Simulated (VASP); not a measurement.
# HfC with r2SCAN + rVV10: from relaxation to properties, part 3 of 5

Aim: relax HfC, then compute properties on the relaxed cell. Left out of this account: at least 7 further runs (self-consistent run: it repeats an earlier run and gave the same numbers). The start is a cell from a database of measured crystal structures.

VASP 6.6.1; r2SCAN with rVV10; plane waves and PAW (Hf_pv, C).

So far. Step 3 (Second relaxation): It ends with forces that vanish by symmetry and a pressure of -0.07 GPa. The volume moved by under 0.01 %: the run met its threshold at the first step. Step 4 (Single point with fields (r2SCAN + rVV10)): In this run the pressure is -0.07 GPa, small enough to go on; single stress components reach 0.07 GPa.

The database entry behind the starting cell differs from later determinations by our own check (about 0.2 % long), so it need not match the best structure at ambient conditions.

**5. Bands along the symmetry lines (r2SCAN + rVV10)**

Levels along the symmetry lines show where the bands peak and cross; KPOINTS_OPT computes them in the converged potential.

INCAR reads:

```
SYSTEM = HfC
PREC = Accurate
ENCUT = 520
EDIFF = 1E-06
NELM = 100
ISMEAR = 0
SIGMA = 0.05
LREAL = .FALSE.
ALGO = Normal
METAGGA = R2SCAN
LUSE_VDW = .TRUE.
IVDW_NL = 2
BPARAM = 11.95
CPARAM = 0.0093
LASPH = .TRUE.
NBANDS = 19
LORBIT = 11
LWAVE = .FALSE.
LCHARG = .FALSE.
KPAR = 2
```

POSCAR reads:

```
HfC
1.0
    0.0000000000      2.3142792225      2.3142792225
    2.3142792225      0.0000000000      2.3142792225
    2.3142792225      2.3142792225      0.0000000000
Hf C
1 1
Direct
    0.5000000000      0.5000000000      0.5000000000
    0.0000000000      0.0000000000      0.0000000000
```

KPOINTS reads:

```
Automatic mesh
0
Gamma
10 10 10
0 0 0
```

KPOINTS_OPT reads:

```
Line mode
16
Line-mode
Reciprocal
  0.00000000   0.00000000   0.00000000 GAMMA
  0.50000000   0.00000000   0.50000000 X

  0.50000000   0.00000000   0.50000000 X
  0.50000000   0.25000000   0.75000000 W

  0.50000000   0.25000000   0.75000000 W
  0.37500000   0.37500000   0.75000000 K

  0.37500000   0.37500000   0.75000000 K
  0.00000000   0.00000000   0.00000000 GAMMA

  0.00000000   0.00000000   0.00000000 GAMMA
  0.50000000   0.50000000   0.50000000 L

  0.50000000   0.50000000   0.50000000 L
  0.62500000   0.25000000   0.62500000 U

  0.62500000   0.25000000   0.62500000 U
  0.50000000   0.25000000   0.75000000 W

  0.50000000   0.25000000   0.75000000 W
  0.50000000   0.50000000   0.50000000 L

  0.50000000   0.50000000   0.50000000 L
  0.37500000   0.37500000   0.75000000 K

  0.62500000   0.25000000   0.62500000 U
  0.50000000   0.00000000   0.50000000 X
```

Potentials, in the order of the species: Hf_pv and C (PBE family, release 64).

Launch:

```bash
mpirun -np 2 vasp_std
```

The log of the run:

```text
[... set-up lines as in an earlier step ...]
 entering main loop
       N       E                     dE             d eps       ncg     rms          rms(c)
Total rVV10 correction in eV:      0.1899762    15.3039170
Total rVV10 correction in eV:      0.1899762    15.3039170
DAV:   1    -0.526340514116E+01   -0.52634E+01   -0.74820E+03  1794   0.756E+02
DAV:   2    -0.612862356274E+02   -0.56023E+02   -0.52612E+02  2311   0.189E+02
DAV:   3    -0.629733113072E+02   -0.16871E+01   -0.16741E+01  2098   0.230E+01
DAV:   4    -0.629787007668E+02   -0.53895E-02   -0.53889E-02  2046   0.156E+00
DAV:   5    -0.629787149791E+02   -0.14212E-04   -0.14213E-04  2049   0.781E-02    0.639E+01
Total rVV10 correction in eV:      0.1991569    15.3039171
Total rVV10 correction in eV:      0.1991569    15.3039171
DAV:   6    -0.570066163019E+02    0.59721E+01   -0.66529E+00  1900   0.129E+01    0.423E+01
Total rVV10 correction in eV:      0.1946243    15.3039171
Total rVV10 correction in eV:      0.1946243    15.3039171
DAV:   7    -0.571345271057E+02   -0.12791E+00   -0.46676E-01  1921   0.439E+00    0.204E+01
Total rVV10 correction in eV:      0.1937718    15.3039171
Total rVV10 correction in eV:      0.1937718    15.3039171
DAV:   8    -0.571454204526E+02   -0.10893E-01   -0.19608E-02  1936   0.108E+00    0.338E+00
Total rVV10 correction in eV:      0.1947037    15.3039171
Total rVV10 correction in eV:      0.1947037    15.3039171
DAV:   9    -0.571443247686E+02    0.10957E-02   -0.17168E-03  1932   0.306E-01    0.167E+00
Total rVV10 correction in eV:      0.1952312    15.3039171
Total rVV10 correction in eV:      0.1952312    15.3039171
DAV:  10    -0.571444932501E+02   -0.16848E-03   -0.58031E-04  1898   0.151E-01    0.221E-01
Total rVV10 correction in eV:      0.1952486    15.3039171
Total rVV10 correction in eV:      0.1952486    15.3039171
DAV:  11    -0.571444897525E+02    0.34977E-05   -0.84194E-06  2059   0.232E-02    0.246E-01
Total rVV10 correction in eV:      0.1952179    15.3039171
Total rVV10 correction in eV:      0.1952179    15.3039171
DAV:  12    -0.571444951072E+02   -0.53548E-05   -0.98522E-06  1860   0.220E-02    0.263E-02
Total rVV10 correction in eV:      0.1952261    15.3039171
Total rVV10 correction in eV:      0.1952261    15.3039171
DAV:  13    -0.571444945832E+02    0.52402E-06   -0.59719E-07  1001   0.552E-03
Total rVV10 correction in eV:      0.1952311    15.3039171
Total rVV10 correction in eV:      0.1952311    15.3039171
Total rVV10 correction in eV:      0.1952321    15.3039171
Total rVV10 correction in eV:      0.1952321    15.3039171
   1 F= -.57144495E+02 E0= -.57144468E+02  d E =-.536443E-04
 Start KPOINTS_OPT (optional k-point list driver)
k-point batch [1-47\160]
       N       E                     dE             ncg
DAV:   1    -0.379761401269E+04   -0.27822E+05     1786
DAV:   2    -0.633717037785E+04   -0.25396E+04     2298
DAV:   3    -0.641115833960E+04   -0.73988E+02     2097
DAV:   4    -0.641141481301E+04   -0.25647E+00     1993
DAV:   5    -0.641141560838E+04   -0.79538E-03     1999
DAV:   6    -0.641141561266E+04   -0.42718E-05     1908
DAV:   7    -0.641141561274E+04   -0.85134E-07     1624
[...]
k-point batch [142-160\160]
       N       E                     dE             ncg
DAV:   1     0.148046773328E+05   -0.13470E+05      722
DAV:   2     0.137650409360E+05   -0.10396E+04      910
DAV:   3     0.137348261526E+05   -0.30215E+02      855
DAV:   4     0.137347215878E+05   -0.10456E+00      777
DAV:   5     0.137347212618E+05   -0.32604E-03      831
DAV:   6     0.137347212599E+05   -0.18614E-05      800
DAV:   7     0.137347212599E+05   -0.17862E-07      639
```

Wall time 84 s (2 MPI ranks of Intel Xeon Platinum 8488C (Sapphire Rapids), shared host); peak memory 0.46 GiB; 2.7 min of CPU time.

Parts of OUTCAR (step 5):

```text
   k-points           NKPTS =     47   k-points in BZ     NKDIM =     47   number of bands    NBANDS=     19

   NELECT =      14.0000    total number of electrons

 E-fermi :   6.0710

 k-point     1 :       0.0000    0.0000    0.0000
  band No.  band energies     occupation
      1     -24.6655      2.00000
      2     -24.6655      2.00000
      3     -24.6655      2.00000
      4      -7.1183      2.00000
      5       7.0121      0.00000
      6       7.0121      0.00000
      7       7.0121      0.00000
      8       7.6256      0.00000
      9       7.6256      0.00000
    ...

  Total       -0.0114294     -0.0114294     -0.0114294      0.0000000     -0.0000000      0.0000000
  in kB       -0.7386802     -0.7386802     -0.7386802      0.0000000     -0.0000000      0.0000000
  external PRESSURE =      -0.7386802 kB  Pullay stress =       0.0000000 kB

  FREE ENERGIE OF THE ION-ELECTRON SYSTEM (eV)
  ---------------------------------------------------
  free  energy   TOTEN  =       -57.1444945832 eV

  energy  without entropy=      -57.1444409389  energy(sigma->0) =      -57.14446776

[... 9 parts as in an earlier step ...]

[... 8 further parts left out ...]
```

Spin-orbit coupling is off here; it can split and shift levels that hold much weight on Hf by tenths of an eV or more.

This step gave:

```
bands    : 19
pressure : -0.07387 GPa
```

The electronic bands at the labelled points (eV, zero at the Fermi level; # counts the bands kept in this run, so #1 is VASP's band 5):

```
          point     #1     #2     #3     #4    #5    #6    #7
              Γ   0.94   0.94   0.94   1.55  1.55  1.55  3.51
0.47 of the way  -3.74  -0.52  -0.52  -0.27  4.30  5.38  5.38
              X  -2.88  -1.76  -0.24  -0.24  5.48  7.11  7.11
0.47 of the way  -2.94  -2.42  -1.78   1.15  6.38  6.63  7.12
              W  -3.25  -2.93  -2.93   3.93  3.93  7.13  7.52
0.47 of the way  -3.54  -2.98  -2.40   2.61  5.16  7.01  7.87
              K  -3.74  -2.99  -1.87   1.73  6.13  6.57  8.67
0.53 of the way  -3.74  -2.42  -1.93   2.83  3.94  4.89  5.91
              Γ   0.94   0.94   0.94   1.55  1.55  1.55  3.51
0.53 of the way  -3.56  -2.12  -2.12   3.36  3.47  3.47  8.31
              L  -6.47  -3.27  -3.27   5.66  5.66  6.21  6.95
0.47 of the way  -5.65  -3.08  -2.88   4.04  5.61  5.84  9.16
              U  -3.74  -2.99  -1.87   1.73  6.13  6.57  8.67
0.47 of the way  -3.59  -2.98  -2.30   2.43  5.32  6.97  7.98
              W  -3.25  -2.93  -2.93   3.93  3.93  7.13  7.52
0.47 of the way  -5.13  -3.00  -2.71   4.11  4.42  6.49  9.36
              L  -6.47  -3.27  -3.27   5.66  5.66  6.21  6.95
0.47 of the way  -5.65  -3.08  -2.88   4.04  5.61  5.84  9.16
              K  -3.74  -2.99  -1.87   1.73  6.13  6.57  8.67
      jump to U  -3.74  -2.99  -1.87   1.73  6.13  6.57  8.67
0.47 of the way  -2.92  -2.49  -0.90   0.38  6.60  6.82  6.96
              X  -2.88  -1.76  -0.24  -0.24  5.48  7.11  7.11
```

Of the projections kept (Hf, C), the largest for each band there, as a share of the weight inside these atoms' spheres; weight between the spheres isn't counted:

| point | #1 | #2 | #3 | #4 | #5 | #6 | #7 |
| --- | --- | --- | --- | --- | --- | --- | --- |
| Γ | C 0.87 | C 0.87 | C 0.87 | Hf 1.00 | Hf 1.00 | Hf 1.00 | Hf 1.00 |
| X | Hf 0.62 | Hf 1.00 | C 0.64 | C 0.64 | Hf 1.00 | Hf 1.00 | Hf 1.00 |
| W | Hf 0.53 | Hf 0.67 | Hf 0.67 | Hf 0.73 | Hf 0.73 | Hf 1.00 | Hf 0.99 |
| K | Hf 0.66 | Hf 0.64 | Hf 0.52 | Hf 0.77 | Hf 1.00 | Hf 0.82 | Hf 0.90 |
| Γ | C 0.87 | C 0.87 | C 0.87 | Hf 1.00 | Hf 1.00 | Hf 1.00 | Hf 1.00 |
| L | Hf 0.67 | Hf 0.59 | Hf 0.59 | Hf 0.96 | Hf 0.96 | Hf 0.79 | Hf 0.81 |

The electronic bands as a text plot (rows in eV, shown from -6.5 to 3.5 only):

```
    3.3 |  *         *    *  * *  *   *      *   *
    2.9 | *                          *                      *
    2.5 |              * *    * *   *           *
    2.1 |           *   *      *   **         *              *
    1.6 |*                      ****           *
    1.2 | *                                                   *
    0.8 |* *       *             **
    0.4 |*                       * *                           *
    0.0 | ***     *                *                            *
   -0.4 |   *******             *   *                           *
   -0.9 |     *                 *   *                          *
   -1.3 | *    *   *           *     *                        *
   -1.7 |       **            **               *                *
   -2.1 |  *      *     **   **       *       * *            *
   -2.5 |          **  *  * ** *     * *     *   * **       *  *
   -2.9 |        ************ *         *  ************   *******
   -3.4 |   *   *     **              *  ***     **    ****   *
   -3.8 |      *        *                      **  *         *
   -4.2 |    **          *   *                *
   -4.6 |                 *            *            *       *
   -5.0 |                  **                *
   -5.4 |                                            *     *
   -5.8 |                               *   *         *   *
   -6.3 |                                ***           ***
         Γ       X    W  K        Γ      L     U  W     L   K|U X
```

There is no gap at this level.

**6. Density of states (r2SCAN + rVV10)**

Here the states are counted by energy and projected on the atoms. The mesh is finer than in the run before.

Edit INCAR of step 5 so:

```diff
@@ -5,3 +5,3 @@
 NELM = 100
-ISMEAR = 0
+ISMEAR = -5
 SIGMA = 0.05
@@ -20 +20,2 @@
 KPAR = 2
+NEDOS = 2001
```

POSCAR is that of step 5.

KPOINTS reads:

```
Automatic mesh
0
Gamma
15 15 15
0 0 0
```

Launch:

```bash
mpirun -np 2 vasp_std
```

The log of the run:

```text
[... set-up lines as in an earlier step ...]
 entering main loop
       N       E                     dE             d eps       ncg     rms          rms(c)
Total rVV10 correction in eV:      0.1899762    15.3039170
Total rVV10 correction in eV:      0.1899762    15.3039170
DAV:   1    -0.725562971211E+01   -0.72556E+01   -0.73473E+03  4560   0.750E+02
DAV:   2    -0.613649240224E+02   -0.54109E+02   -0.51186E+02  5799   0.187E+02
DAV:   3    -0.629735603805E+02   -0.16086E+01   -0.15973E+01  5505   0.226E+01
DAV:   4    -0.629787741885E+02   -0.52138E-02   -0.52132E-02  5217   0.153E+00
DAV:   5    -0.629787876116E+02   -0.13423E-04   -0.13425E-04  5096   0.755E-02    0.639E+01
Total rVV10 correction in eV:      0.1991921    15.3039171
Total rVV10 correction in eV:      0.1991921    15.3039171
DAV:   6    -0.570094961062E+02    0.59693E+01   -0.67056E+00  4851   0.130E+01    0.423E+01
Total rVV10 correction in eV:      0.1946224    15.3039171
Total rVV10 correction in eV:      0.1946224    15.3039171
DAV:   7    -0.571366607311E+02   -0.12716E+00   -0.46799E-01  4875   0.438E+00    0.204E+01
Total rVV10 correction in eV:      0.1936828    15.3039171
Total rVV10 correction in eV:      0.1936828    15.3039171
DAV:   8    -0.571473631266E+02   -0.10702E-01   -0.20006E-02  4998   0.108E+00    0.341E+00
Total rVV10 correction in eV:      0.1946529    15.3039171
Total rVV10 correction in eV:      0.1946529    15.3039171
DAV:   9    -0.571462560969E+02    0.11070E-02   -0.20395E-03  5025   0.311E-01    0.167E+00
Total rVV10 correction in eV:      0.1951472    15.3039171
Total rVV10 correction in eV:      0.1951472    15.3039171
DAV:  10    -0.571463875915E+02   -0.13149E-03   -0.59265E-04  4849   0.150E-01    0.185E-01
Total rVV10 correction in eV:      0.1951708    15.3039171
Total rVV10 correction in eV:      0.1951708    15.3039171
DAV:  11    -0.571463837561E+02    0.38354E-05   -0.10703E-05  5317   0.254E-02    0.241E-01
Total rVV10 correction in eV:      0.1951408    15.3039171
Total rVV10 correction in eV:      0.1951408    15.3039171
DAV:  12    -0.571463905628E+02   -0.68067E-05   -0.99435E-06  4722   0.221E-02    0.251E-02
Total rVV10 correction in eV:      0.1951500    15.3039171
Total rVV10 correction in eV:      0.1951500    15.3039171
DAV:  13    -0.571463894128E+02    0.11501E-05   -0.61892E-07  2514   0.574E-03    0.519E-03
Total rVV10 correction in eV:      0.1951569    15.3039171
Total rVV10 correction in eV:      0.1951569    15.3039171
DAV:  14    -0.571463891033E+02    0.30943E-06   -0.26290E-07  2543   0.369E-03
Total rVV10 correction in eV:      0.1951549    15.3039171
Total rVV10 correction in eV:      0.1951549    15.3039171
Total rVV10 correction in eV:      0.1951550    15.3039171
Total rVV10 correction in eV:      0.1951550    15.3039171
   1 F= -.57146389E+02 E0= -.57146389E+02  d E =0.000000E+00
 -----------------------------------------------------------------------------
|                                                                             |
|           W    W    AA    RRRRR   N    N  II  N    N   GGGG   !!!           |
|           W    W   A  A   R    R  NN   N  II  NN   N  G    G  !!!           |
|           W    W  A    A  R    R  N N  N  II  N N  N  G       !!!           |
|           W WW W  AAAAAA  RRRRR   N  N N  II  N  N N  G  GGG   !            |
|           WW  WW  A    A  R   R   N   NN  II  N   NN  G    G                |
|           W    W  A    A  R    R  N    N  II  N    N   GGGG   !!!           |
|                                                                             |
|     Tetrahedron method does not include variations of the Fermi             |
|     occupations, so forces and stress will be inaccurate. We suggest        |
|     using a different smearing scheme ISMEAR = 1 or 2 for metals in         |
|     relaxations.                                                            |
|                                                                             |
 -----------------------------------------------------------------------------
```

Run time: 96 s. Hardware: 2 MPI ranks; peak memory 0.48 GiB.

OUTCAR, selected parts (step 6):

```text
   k-points           NKPTS =    120   k-points in BZ     NKDIM =    120   number of bands    NBANDS=     19

   NELECT =      14.0000    total number of electrons

 E-fermi :   6.0185

 k-point     1 :       0.0000    0.0000    0.0000
  band No.  band energies     occupation
      1     -24.6629      2.00000
      2     -24.6629      2.00000
      3     -24.6629      2.00000
      4      -7.1217      2.00000
      5       7.0069     -0.32855
      6       7.0069      0.00000
      7       7.0069      0.00000
      8       7.6261      0.00000
      9       7.6261      0.00000
    ...

  Total       -0.0244275     -0.0244275     -0.0244275      0.0000000      0.0000000     -0.0000000
  in kB       -1.5787458     -1.5787458     -1.5787458      0.0000000      0.0000000     -0.0000000
  external PRESSURE =      -1.5787458 kB  Pullay stress =       0.0000000 kB

 POSITION                                       TOTAL-FORCE (eV/Angst)
 -----------------------------------------------------------------------------------
      2.31428      2.31428      2.31428         0.000000     -0.000000      0.000000
      0.00000      0.00000      0.00000        -0.000000      0.000000     -0.000000
 -----------------------------------------------------------------------------------
    total drift:                                0.000000     -0.000000      0.000000

  FREE ENERGIE OF THE ION-ELECTRON SYSTEM (eV)
  ---------------------------------------------------
  free  energy   TOTEN  =       -57.1463891033 eV

  energy  without entropy=      -57.1463891033  energy(sigma->0) =      -57.14638910

[... 6 parts as in an earlier step ...]

[... 10 further parts left out ...]
```

With tetrahedra the forces and stress of a metal are not exact derivatives of the energy.

This step gave:

* SCF cycles: 14
* irreducible k-points: 120
* free energy (TOTEN): -57.1464 eV
* Fermi energy: 6.019 eV
* pressure: -0.1579 GPa
* DOS at the Fermi level, one point of the energy grid: 0.2202 states/eV/cell

The density of states has structure finer than the step of the table below, so its rows give means over 0.5 eV, whole bins alone (the curve runs from -12.0 to 3.48 eV). Peaks (eV: height): total -10.41: 1.58, -2.88: 5.32; Hf d -10.41: 0.177, -2.88: 1.30; C p -2.88: 1.32; Hf p -10.12: 0.159, -2.88: 0.943; Hf s -11.10: 0.0628, -4.93: 0.107.

States under -12.0 eV and over 3.5 eV are left out. Table of density of states by energy, zero at the Fermi level; means over each step; values in states/eV/cell:

```
energy (eV)   total     Hf d      C p     Hf p     Hf s      C s
      -11.5   0.296  0.00804  0.00153   0.0223   0.0383    0.110
      -11.0   0.897   0.0927  0.00274   0.0555   0.0560    0.366
      -10.5    1.35    0.146  0.00369    0.113   0.0415    0.578
      -10.0   0.959   0.0776  0.00246    0.115   0.0175    0.426
       -9.5   0.179  0.00607   4.7e-4   0.0302  0.00220   0.0821
       -9.0       0        0        0        0        0        0
       -8.5       0        0        0        0        0        0
       -8.0       0        0        0        0        0        0
       -7.5       0        0        0        0        0        0
       -7.0       0        0        0        0        0        0
       -6.5  0.0125  0.00210  0.00224   1.6e-4  0.00231   1.2e-4
       -6.0   0.163   0.0274   0.0299  0.00417   0.0281  0.00217
       -5.5   0.360   0.0623   0.0689   0.0147   0.0550  0.00596
       -5.0   0.717    0.131    0.146   0.0364   0.0956   0.0120
       -4.5   0.851    0.158    0.184   0.0629   0.0937   0.0152
       -4.0   0.826    0.151    0.191   0.0874   0.0711   0.0135
       -3.5   0.535   0.0917    0.128   0.0787   0.0340  0.00810
       -3.0    2.70    0.701    0.687    0.408   0.0118  0.00905
       -2.5    2.60    0.770    0.684    0.261   0.0114  0.00738
       -2.0    1.40    0.428    0.363    0.121  0.00763  0.00491
       -1.5   0.852    0.238    0.239   0.0747  0.00472  0.00315
       -1.0   0.573    0.135    0.179   0.0579  0.00269  0.00189
       -0.5   0.318   0.0639    0.107   0.0354   9.1e-4   7.6e-4
        0.0   0.207   0.0468   0.0637   0.0221   7.9e-4   4.3e-4
        0.5   0.252   0.0811   0.0589   0.0201  0.00185   7.5e-4
        1.0   0.319    0.132   0.0556   0.0158  0.00328  0.00133
        1.5   0.431    0.208   0.0590   0.0127  0.00463  0.00205
        2.0   0.526    0.274   0.0627   0.0103  0.00613  0.00291
        2.5   0.586    0.316   0.0671  0.00831  0.00750  0.00388
        3.0   0.671    0.372   0.0738  0.00741  0.00946  0.00552
```

The finer mesh and the other smearing move the Fermi level by -0.05 eV from the 10×10×10 run, one measure of the sampling error in the zero of the bands above. Of the states within 0.3 eV of the Fermi level, the largest shares in the PAW spheres are C p 30 %, Hf d 23 % and Hf p 11 %. The rest lies in smaller channels or between the spheres.

[end of part 3 of 5]

[Lines on the potential files, build, host, timing and source positions are cut from VASP's logs without a mark.]

[Logs are printed without paths, hosts, clocks, repeated set-up lines and the standing remarks that a program may print on its own settings, such as how far it seeks lower states.]

[Hosts, paths, dates, database ids (printed as entryN), source tags and the programs' standing remarks are cut or masked in the printed files.]

[A measured line is paired with the nearest computed mode of its activity, which favours agreement.]

[In band tables of VASP the shares of atoms and orbitals are scaled to a sum of 1 inside the atoms' spheres.]
